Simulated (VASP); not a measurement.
Level of theory: PBE GGA, VASP's PBE PAW potentials (set 64) (plane waves; VASP 6.6.1).

VASP ran on this input.

### INCAR
```
# general
SYSTEM   =  CuI
PREC     =  Accurate
ENCUT    =  530
LREAL    =  .FALSE.   # projection in real space or not
LASPH    =  .TRUE.

# electronic loop
EDIFF    =  1E-7
NELM     =  100   # most electronic steps
ALGO     =  Normal   # blocked Davidson
LMAXMIX  =  4   # l cut-off of mixed one-centre charges

# smearing
ISMEAR   =  0   # Gaussian
SIGMA    =  0.05

# functional
GGA      =  PE   # PBE

# ions
IBRION   =  6   # finite differences
NSW      =  1   # most ionic steps
ISIF     =  3
POTIM    =  0.015
NFREE    =  2

# output
LWAVE    =  .FALSE.
LCHARG   =  .FALSE.
```

KPOINTS:
```
Automatic mesh
0
Gamma
7 7 7
0 0 0
```

POSCAR:
```
CuI
1
    0.0000000000     3.0353534981     3.0353534981
    3.0353534981     0.0000000000     3.0353534981
    3.0353534981     3.0353534981    -0.0000000000
Cu I
1 1
Direct
  1.0000000000   0.0000000000   0.0000000000
  0.2500000000   0.2500000000   0.2500000000
```

POTCAR, in this order: Cu I (PBE.64 set). Program: vasp_std.

The resulting files:

OUTCAR:
```


   1 f  =    3.744628 THz    23.528192 2PiTHz  124.907345 cm-1    15.486530 meV

   2 f  =    3.744628 THz    23.528192 2PiTHz  124.907345 cm-1    15.486530 meV

   3 f  =    3.744628 THz    23.528192 2PiTHz  124.907345 cm-1    15.486530 meV

   4 f/i=    0.009489 THz     0.059618 2PiTHz    0.316502 cm-1     0.039241 meV

   5 f/i=    0.009489 THz     0.059618 2PiTHz    0.316502 cm-1     0.039241 meV

   6 f/i=    0.009489 THz     0.059618 2PiTHz    0.316502 cm-1     0.039241 meV

 ELASTIC MODULI CONTR FROM IONIC RELAXATION (kBar)
 Direction    XX          YY          ZZ          XY          YZ          ZX
 --------------------------------------------------------------------------------
 XX          -0.0000     -0.0000      0.0000      0.0000     -0.0000      0.0000
 YY          -0.0000     -0.0000     -0.0000     -0.0000     -0.0000      0.0000
 ZZ           0.0000     -0.0000     -0.0000     -0.0000      0.0000     -0.0000
 XY           0.0000     -0.0000     -0.0000   -121.1794      0.0000      0.0000
 YZ          -0.0000     -0.0000      0.0000      0.0000   -121.1794     -0.0000
 ZX           0.0000      0.0000     -0.0000      0.0000     -0.0000   -121.1794
 --------------------------------------------------------------------------------

 TOTAL ELASTIC MODULI (kBar)
 Direction    XX          YY          ZZ          XY          YZ          ZX
 --------------------------------------------------------------------------------
 XX         522.8169    345.0936    345.0936      0.0000     -0.0000      0.0000
 YY         345.0936    522.8169    345.0936      0.0000     -0.0000      0.0000
 ZZ         345.0936    345.0936    522.8169     -0.0000      0.0000      0.0000
 XY           0.0000      0.0000     -0.0000    217.2785      0.0000      0.0000
 YZ          -0.0000     -0.0000      0.0000      0.0000    217.2785     -0.0000
 ZX           0.0000      0.0000      0.0000      0.0000     -0.0000    217.2785
 --------------------------------------------------------------------------------
```
(Selected blocks of OUTCAR.)

The compound is CuI in the zinc blende structure. It was relaxed first.
